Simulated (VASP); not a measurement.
Data:

```
CELL_PARAMETERS angstrom
     -1.60500     1.60500     3.92500
      1.60500    -1.60500     3.92500
      1.60500     1.60500    -3.92500
ATOMIC_POSITIONS crystal
  Si 0.65498 0.67219 0.00563
  Si 0.34358 0.34846 0.02831
  Mo 0.00144 0.97936 0.96605
```

Level of theory: PBE GGA, VASP's PBE PAW potentials (set 64) (plane waves; VASP 6.6.1). Settings: 300 eV cut-off, 5×5×7 Γ-centred mesh, Fermi-Dirac smearing of 0.10 eV, potentials Si Mo_sv.

At this cut-off the stress carries a Pulay error, which pulls relaxed volumes low.

Question: What does the run give for the energy per atom (σ→0), pressure, largest force, band gap (on the k-mesh) with the smallest direct gap where there is one?

Answer: 
```yaml
band gap (on the k-mesh): none (metal, semimetal or under 0.01 eV)
energy per atom (σ→0): -7.698 eV/atom
pressure: 3.56 GPa
largest_force: 1.716 eV/Å
```

Only differences to runs with the same potentials and settings are physical.

The structure is a typed MoSi2 crystal. The cell was not relaxed at this level, atoms are displaced from their ideal sites. The k-mesh is coarse (spacing up to 0.42 per Å, 2π included), so the numbers may not be converged in it.
